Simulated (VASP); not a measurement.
# Zr2Sb3N (P-4m2) in VASP: density of states with PBE

Aim: the density of states of Zr2Sb3N with PBE.

Everything below comes from runs of VASP 6.6.1. Logs are shortened: lines on timing, memory, paths and dates and some standing lists are left out, and cuts for length are marked.

### Step 1. The crystal as given

The structure is tetragonal, space group P-4m2 (No. 115). The conventional cell has a = 3.892 Å, b = 3.892 Å, c = 8.590 Å, α = 90.00°, β = 90.00°, γ = 90.00°. Around N (site symmetry -4m2) lie 4 Sb at 2.75 Å and 4 Zr at 2.99 Å. Zr (site symmetry 2mm) is surrounded by 7 Sb at 2.94 to 3.03 Å and 2 N at 2.99 Å. Around Sb (site symmetry -4m2) lie 4 N at 2.75 Å and 4 Zr at 2.99 Å. Sb (site symmetry 2mm) is surrounded by 5 Zr at 2.94 to 3.03 Å.

The cell was built by a generator and needn't be a form met in nature.

### Step 2. Density of states, PBE

Contents of POSCAR:

```
Zr2Sb3N
1.0
    3.8920640000      0.0000000000      0.0000000000
    0.0000000000      3.8920640000      0.0000000000
    0.0000000000      0.0000000000      8.5904140000
N Zr Sb
1 2 3
Direct
    0.0000000000      0.0000000000      0.0000000000
    0.0000000000      0.5000000000      0.7365000000
    0.5000000000      0.0000000000      0.2635000000
    0.5000000000      0.5000000000      0.0000000000
    0.0000000000      0.5000000000      0.3835000000
    0.5000000000      0.0000000000      0.6165000000
```

Contents of INCAR.step1:

```
  ALGO = Fast
  EDIFF = 1E-6
  ENCUT = 520
  GGA = PE
  ISIF = 2
  ISMEAR = 0
  LASPH = True
  LCHARG = True
  LMAXMIX = 4
  LREAL = False
  LWAVE = False
  NBANDS = 31
  NELM = 60
  PREC = Accurate
  SIGMA = 0.0904
```

Contents of KPOINTS.step1:

```
k-points
0
Gamma
  7 7 3
```

Contents of INCAR.step2:

```
  ALGO = Fast
  EDIFF = 1E-6
  ENCUT = 520
  GGA = PE
  ICHARG = 11
  ISIF = 2
  ISMEAR = -5
  LASPH = True
  LCHARG = False
  LMAXMIX = 4
  LORBIT = 11
  LREAL = False
  LWAVE = False
  NBANDS = 31
  NEDOS = 1001
  NELM = 60
  PREC = Accurate
  SIGMA = 0.0904
```

Contents of KPOINTS.step2:

```
k-points
0
Gamma
  11 11 5
```

Potentials or basis: VASP PAW PBE potentials, release 64 (N, Zr_sv, Sb).

Started as:

```sh
cat potpaw_PBE.64/N/POTCAR potpaw_PBE.64/Zr_sv/POTCAR potpaw_PBE.64/Sb/POTCAR > POTCAR
cp INCAR.step1 INCAR
cp KPOINTS.step1 KPOINTS
mpirun -np 1 vasp_std > vasp.out
cp INCAR.step2 INCAR
cp KPOINTS.step2 KPOINTS
mpirun -np 1 vasp_std > vasp.out
```

OUTCAR:

```text
EDIFF = 1E-6
   ENCUT = 520
   GGA = PE
   ICHARG = 11
   ISIF = 2
   ISMEAR = -5
   LASPH = True
   LORBIT = 11
   LREAL = False
   NELM = 60
   PREC = Accurate

 ion  position               nearest neighbor table
   1  0.000  0.000  0.000-   4 2.75   4 2.75   4 2.75   4 2.75
   2  0.000  0.500  0.736-   6 2.94   6 2.94   6 2.94   6 2.94   4 2.99   4 2.99   5 3.03
   3  0.500  0.000  0.264-   5 2.94   5 2.94   5 2.94   5 2.94   4 2.99   4 2.99   6 3.03
   4  0.500  0.500  0.000-   1 2.75   1 2.75   1 2.75   1 2.75   3 2.99   3 2.99   2 2.99   2 2.99

   5  0.000  0.500  0.383-   3 2.94   3 2.94   3 2.94   3 2.94   2 3.03   6 3.40   6 3.40   6 3.40
                             6 3.40
   6  0.500  0.000  0.617-   2 2.94   2 2.94   2 2.94   2 2.94   3 3.03   5 3.40   5 3.40   5 3.40
                             5 3.40

  LATTYP: Found a simple tetragonal cell.
 ALAT       =     3.8920640000
 C/A-ratio  =     2.2071615472

  Lattice vectors:

 A1 = (   3.8920640000,   0.0000000000,   0.0000000000)
 A2 = (   0.0000000000,   3.8920640000,   0.0000000000)
 A3 = (   0.0000000000,   0.0000000000,   8.5904140000)

Analysis of symmetry for initial positions (statically):
=====================================================================
 Subroutine PRICEL returns:
 Original cell was already a primitive cell.

 Routine SETGRP: Setting up the symmetry group for a
 simple tetragonal supercell.

 Subroutine GETGRP returns: Found  8 space group operations
 (whereof  8 operations were pure point group operations)
 out of a pool of 16 trial point group operations.

The static configuration has the point symmetry D_2d.

Analysis of symmetry for dynamics (positions and initial velocities):
=====================================================================
 Subroutine PRICEL returns:
 Original cell was already a primitive cell.

 Routine SETGRP: Setting up the symmetry group for a
 simple tetragonal supercell.

 Subroutine GETGRP returns: Found  8 space group operations
 (whereof  8 operations were pure point group operations)
 out of a pool of 16 trial point group operations.

The dynamic configuration has the point symmetry D_2d.

 Subroutine INISYM returns: Found  8 space group operations
 (whereof  8 operations are pure point group operations),
 and found     1 'primitive' translations

----------------------------------------------------------------------------------------

                                     Primitive cell

  volume of cell :     130.1290

  direct lattice vectors                    reciprocal lattice vectors
     3.892064000  0.000000000  0.000000000     0.256933082  0.000000000  0.000000000
     0.000000000  3.892064000  0.000000000     0.000000000  0.256933082  0.000000000
     0.000000000  0.000000000  8.590414000     0.000000000  0.000000000  0.116408825

  length of vectors
     3.892064000  3.892064000  8.590414000     0.256933082  0.256933082  0.116408825

  position of ions in fractional coordinates (direct lattice)
     0.000000000  0.000000000  0.000000000
     0.000000000  0.500000000  0.736500000
     0.500000000  0.000000000  0.263500000
     0.500000000  0.500000000  0.000000000
     0.000000000  0.500000000  0.383500000
     0.500000000  0.000000000  0.616500000

  ion indices of the primitive-cell ions
   primitive index   ion index
                 1           1
                 2           2
                 3           3
                 4           4
                 5           5
                 6           6

----------------------------------------------------------------------------------------

 KPOINTS: k-points

Automatic generation of k-mesh.
 Grid dimensions read from file:
 generate k-points for:   11   11    5

 Generating k-lattice:

  Cartesian coordinates                     Fractional coordinates (reciprocal lattice)
     0.023357553  0.000000000  0.000000000     0.090909091  0.000000000  0.000000000
     0.000000000  0.023357553  0.000000000     0.000000000  0.090909091  0.000000000
     0.000000000  0.000000000  0.023281765     0.000000000  0.000000000  0.200000000

  Length of vectors
     0.023357553  0.023357553  0.023281765

  Shift w.r.t. Gamma in fractional coordinates (k-lattice)
     0.000000000  0.000000000  0.000000000

 TETIRR: Found    891 inequivalent tetrahedra from     3630

 Subroutine IBZKPT returns following result:
 ===========================================

 Found     63 irreducible k-points:

 Following reciprocal coordinates:
            Coordinates               Weight
  0.000000  0.000000  0.000000      1.000000
  0.090909  0.000000  0.000000      4.000000
  0.181818  0.000000  0.000000      4.000000
  0.272727  0.000000  0.000000      4.000000
  0.363636  0.000000  0.000000      4.000000
  0.454545  0.000000  0.000000      4.000000
[... 16 lines left out ...]
  0.090909  0.000000  0.200000      8.000000
  0.181818  0.000000  0.200000      8.000000
 [... further k-points ...]
   k-points           NKPTS =     63   k-points in BZ     NKDIM =     63   number of bands    NBANDS=     31
   number of dos      NEDOS =   1001   number of ions     NIONS =      6
   total plane-waves  NPLWV =  57600
   dimension x,y,z NGX =    30 NGY =   30 NGZ =   64
   dimension x,y,z NGXF=    60 NGYF=   60 NGZF=  128
   ions per type =               1   2   3
   NGX,Y,Z   is equivalent  to a cutoff of  12.81, 12.81, 12.39 a.u.
   NGXF,Y,Z  is equivalent  to a cutoff of  25.63, 25.63, 24.77 a.u.
 SYSTEM =  unknown system
   PREC   = accura    normal or accurate (medium, high low for compatibility)
   ISTART =      0    job   : 0-new  1-cont  2-samecut
   ICHARG =     11    charge: 1-file 2-atom 10-const
   ISPIN  =      1    spin polarized calculation?
   LNONCOLLINEAR =      F non collinear calculations
   LSORBIT =      F    spin-orbit coupling
   LASPH  =      T    aspherical Exc in radial PAW
   ENCUT  =  520.0 eV  38.22 Ry    6.18 a.u.   7.24  7.24 15.97*2*pi/ulx,y,z
   NELM   =     60;   NELMIN=  2; NELMDL=  0     # of ELM steps
   EDIFF  = 0.1E-05   stopping-criterion for ELM
   LREAL  =      F    real-space projection
   EDIFFG = 0.1E-04   stopping-criterion for IOM
   NSW    =      0    number of steps for IOM
   IBRION =     -1    ionic relax: 0-MD 1-quasi-New 2-CG
   NFREE  =      0    steps in history (QN), initial steepest desc. (CG)
   ISIF   =      2    stress and relaxation
   ISYM   =      2    0-nonsym 1-usesym 2-fastsym
   POTIM  = 0.5000    time-step for ionic-motion
   TEBEG  =    0.0;   TEEND  =   0.0 temperature during run
   PSTRESS=    0.0 pullay stress
   NELECT =      44.0000    total number of electrons
   NUPDOWN=      -1.0000    fix difference up-down
   EMIN   =  10.00;   EMAX   =-10.00  energy-range for DOS
   EFERMI =   0.00;   METHOD = LEGACY
   ISMEAR =    -5;   SIGMA  =   0.09  broadening in eV -4-tet -1-fermi 0-gaus
   EFERMI_NEDOS =   21; number of points for ismear=-14 and -15
   IALGO  =     68    algorithm
   IMIX   =      4    mixing-type and parameters
     AMIX     =   0.40;   BMIX     =  1.00
     AMIX_MAG =   1.60;   BMIX_MAG =  1.00
  volume/ion in A,a.u.               =      21.69       146.36
  Fermi-wavevector in a.u.,A,eV,Ry     =   1.140515  2.155261 17.698114  1.300775
  Thomas-Fermi vector in A             =   2.277217
   LORBIT       =     11    0 simple, 1 ext, 2 COOP (PROOUT), +10 PAW based schemes
   GGA     = PE    functional components
   LHFCALC =     F    Hartree Fock is set to
   AEXX    =    0.0000 exact exchange contribution
   IVDW    =     0    specifies the selected vdW correction
   LEPSILON=     F    determine dielectric tensor
   LRPA    =     F    only Hartree local field effects (RPA)
 non-spin polarized calculation
 RMM-DIIS sequential band-by-band and
 Fermi weights with tetrahedron method with Bloechl corrections
  energy-cutoff  :      520.00
  volume of cell :      130.13
 maximum number of plane-waves:      3529
 NGX is ok and might be reduce to    30

 number of electron      43.9999999 magnetization

 Free energy of the ion-electron system (eV)
  ---------------------------------------------------
  ext. energy  EPLUGINS =         0.00000000
  ---------------------------------------------------
  free energy    TOTEN  =       -38.62751529 eV

  energy without entropy =      -38.62751529  energy(sigma->0) =      -38.62751529

 E-fermi :   8.6134     XC(G=0): -10.7366

 val. band max:        8.6444794165   @ k =   0.1818   0.0909   0.2000
 cond. band min:       8.3728074520   @ k =   0.4545   0.0000   0.0000
 fundamental gap:     -0.2716719646
 Fermi energy:         8.6133634068

 k-point     1 :       0.0000    0.0000    0.0000
  band No.  band energies     occupation
      1     -40.6221      2.00000
      2     -40.6215      2.00000
      3     -18.7190      2.00000
      4     -18.6928      2.00000
      5     -18.6405      2.00000
      6     -18.6405      2.00000
[... 23 lines left out ...]
     30      11.3888      0.00000
     31      11.3890      0.00000

 k-point     2 :       0.0909    0.0000    0.0000
  band No.  band energies     occupation
      1     -40.6218      2.00000
      2     -40.6212      2.00000
      3     -18.7176      2.00000
      4     -18.6924      2.00000
      5     -18.6475      2.00000
      6     -18.6395      2.00000
[... 740 lines left out ...]
 k-point    24 :       0.1818    0.0000    0.2000
  band No.  band energies     occupation
      1     -40.6208      2.00000
      2     -40.6203      2.00000
      3     -18.7120      2.00000
      4     -18.6935      2.00000
      5     -18.6663      2.00000
      6     -18.6369      2.00000
[... 23 lines left out ...]
     30      11.3297      0.00000
     31      12.5444      0.00000

 [... further k-points ...]

------------------------ aborting loop because EDIFF is reached ----------------------------------------

  FORCE on cell =-STRESS in cart. coord.  units (eV):
  Direction    XX          YY          ZZ          XY          YZ          ZX
  --------------------------------------------------------------------------------------
  -------------------------------------------------------------------------------------
  Total       -4.1918390     -4.1918390     -0.9091777      0.0000000      0.0000000      0.0000000
  in kB      -51.6108646    -51.6108646    -11.1940007      0.0000000      0.0000000      0.0000000
  external PRESSURE =     -38.1385766 kB  Pullay stress =       0.0000000 kB

 VOLUME and BASIS-vectors are now :
 -----------------------------------------------------------------------------
  energy-cutoff  :      520.00
  volume of cell :      130.13
      direct lattice vectors                 reciprocal lattice vectors
     3.892064000  0.000000000  0.000000000     0.256933082  0.000000000  0.000000000
     0.000000000  3.892064000  0.000000000     0.000000000  0.256933082  0.000000000
     0.000000000  0.000000000  8.590414000     0.000000000  0.000000000  0.116408825

 POSITION                                       TOTAL-FORCE (eV/Angst)
 -----------------------------------------------------------------------------------
      0.00000      0.00000      0.00000        -0.000000      0.000000      0.000000
      0.00000      1.94603      6.32684        -0.000000     -0.000000      1.304420
      1.94603      0.00000      2.26357         0.000000      0.000000     -1.304420
      1.94603      1.94603      0.00000        -0.000000      0.000000      0.000000
      0.00000      1.94603      3.29442        -0.000000      0.000000      0.048292
      1.94603      0.00000      5.29599        -0.000000      0.000000     -0.048292
 -----------------------------------------------------------------------------------
    total drift:                                0.000000      0.000000      0.000000

  FREE ENERGIE OF THE ION-ELECTRON SYSTEM (eV)
  ---------------------------------------------------
  free  energy   TOTEN  =       -38.6275152936 eV

  energy  without entropy=      -38.6275152936  energy(sigma->0) =      -38.62751529

 total charge

# of ion       s       p       d       tot
------------------------------------------
    1        1.336   2.034   0.000   3.370
    2        2.147   5.964   1.639   9.751
    3        2.147   5.964   1.639   9.751
    4        1.191   1.129   0.043   2.363
    5        1.129   1.351   0.042   2.521
    6        1.129   1.351   0.042   2.521
--------------------------------------------------
tot          9.078  17.793   3.405  30.276
```

Run time: 2.9 min. Hardware: 1 thread of AMD EPYC 9R45 (Zen 5), shared host; peak memory 0.34 GiB.

Results:

* Valence electrons inside the program's atomic spheres: N 3.37; Zr 9.75; Sb 2.36, 2.52

Levels at points of the mesh, in eV from the Fermi level:
```
           k point  band 20  band 21  band 22  band 23  band 24  band 25
(0.00, 0.00, 0.00)    -0.78     0.44     0.44     0.44     1.09     1.44
```

States per cell in windows of 1 eV (zero at the Fermi level; states under -8 eV left out):
| from (eV) | total | Zr2_d | Zr3_d | N1_p | Sb4_p | Sb5_p | Sb6_p |
| --- | --- | --- | --- | --- | --- | --- | --- |
| -8.0 | 0.04 | 0.00 | 0.00 | 0.00 | 0.00 | 0.00 | 0.00 |
| -7.0 | 0.00 | 0.00 | 0.00 | 0.00 | 0.00 | 0.00 | 0.00 |
| -6.0 | 0.09 | 0.00 | 0.00 | 0.01 | 0.01 | 0.00 | 0.00 |
| -5.0 | 3.36 | 0.11 | 0.11 | 0.20 | 0.20 | 0.26 | 0.26 |
| -4.0 | 3.08 | 0.13 | 0.13 | 0.34 | 0.23 | 0.19 | 0.19 |
| -3.0 | 4.83 | 0.29 | 0.29 | 0.74 | 0.31 | 0.24 | 0.24 |
| -2.0 | 6.48 | 0.70 | 0.70 | 0.57 | 0.24 | 0.52 | 0.52 |
| -1.0 | 2.56 | 0.37 | 0.37 | 0.17 | 0.14 | 0.15 | 0.15 |
| 0.0 | 2.38 | 0.40 | 0.40 | 0.21 | 0.16 | 0.09 | 0.09 |
| 1.0 | 5.28 | 1.29 | 1.29 | 0.46 | 0.16 | 0.07 | 0.07 |
| 2.0 | 6.34 | 1.59 | 1.59 | 0.42 | 0.27 | 0.12 | 0.12 |
| 3.0 | 4.25 | 0.87 | 0.87 | 0.32 | 0.25 | 0.13 | 0.13 |
| 4.0 | 0.00 | 0.00 | 0.00 | 0.00 | 0.00 | 0.00 | 0.00 |
| 5.0 | 0.00 | 0.00 | 0.00 | 0.00 | 0.00 | 0.00 | 0.00 |

Caveat: tetrahedron occupations give inexact forces and stress in metals.
